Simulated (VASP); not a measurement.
Data:

```
CELL_PARAMETERS angstrom
      0.00000     2.85899     2.85899
      2.85899     0.00000     2.85899
      2.85899     2.85899     0.00000
ATOMIC_POSITIONS crystal
  Ag 0.00000 0.00000 0.00000
  Cl 0.50000 0.50000 0.50000
```

Computed with revPBE GGA, VASP's PBE PAW potentials (set 64) (plane waves; VASP). Run with 520 eV cut-off, 9×9×9 Γ-centred mesh, tetrahedra with Blöchl corrections, potentials Ag Cl.

**Question.** Tabulate the total density of states (states/eV per cell) against energy (eV; zero at the valence-band maximum or, without a gap, the Fermi level).

**Answer.** 
(E (eV), DOS (states/eV)): (-9.95, 0.00); (-9.59, 0.00); (-9.23, 0.00); (-8.87, 0.00); (-8.51, 0.00); (-8.03, 0.00); (-7.67, 0.00); (-7.31, 0.00); (-6.95, 0.00); (-6.59, 0.00); (-6.23, 0.00); (-5.87, 0.00); (-5.51, 0.00); (-5.15, 0.00); (-4.79, 0.00); (-4.31, 0.55); (-3.95, 3.46); (-3.59, 2.08); (-3.23, 5.28); (-2.87, 2.77); (-2.51, 0.52); (-2.15, 0.98); (-1.79, 16.3); (-1.43, 4.00); (-1.07, 2.48); (-0.59, 2.38); (-0.23, 2.46); (0.13, 0.00); (0.49, 0.00); (0.85, 0.00); (1.21, 0.00); (1.57, 0.03); (1.93, 0.06); (2.29, 0.09); (2.65, 0.13); (3.13, 0.45); (3.49, 0.78); (3.85, 0.93); (4.21, 1.14); (4.57, 1.10)
Within 2 eV below the valence-band maximum the largest weight inside VASP's projection spheres is Ag d.

The compound is AgCl in the rock salt structure. It was relaxed first, which changed the volume by +9 %.
